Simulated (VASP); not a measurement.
## RhAl (relaxed from the zinc blende structure, space group F-43m): computed properties

Level of theory: PBE GGA, VASP's PBE PAW potentials (set 64) (plane waves; VASP 6.6.1).

space group: F-43m (216)
cell: a = 5.4809 Å, b = 5.4809 Å, c = 5.4809 Å, α = 90.00°, β = 90.00°, γ = 90.00°
volume per atom: 20.58 Å^3/atom
band gap (over mesh and band path): none (metal, semimetal or under 0.01 eV)
density: 5.24 g/cm³

```cif
data_Al4Rh4
_chemical_formula_sum 'Rh4 Al4'
_space_group_name_H-M_alt 'F-43m'
_space_group_IT_number 216
_space_group_name_Hall 'F -4 2 3'
_cell_length_a 5.48086
_cell_length_b 5.48086
_cell_length_c 5.48086
_cell_angle_alpha 90.000
_cell_angle_beta 90.000
_cell_angle_gamma 90.000
loop_
_atom_site_label
_atom_site_type_symbol
_atom_site_symmetry_multiplicity
_atom_site_Wyckoff_symbol
_atom_site_fract_x
_atom_site_fract_y
_atom_site_fract_z
_atom_site_occupancy
Rh1 Rh 4 a 0.00000 0.00000 0.00000 1
Al1 Al 4 d 0.75000 0.75000 0.75000 1
```
(The calculation used a cell of 2 atoms; values per cell refer to that cell.)

The structure was generated: RhAl was put into the zinc blende type (F-43m), which need not be its known phase. It was relaxed first, which changed the volume by -27 %. Symmetry was kept, so distortions that lower it aren't found.
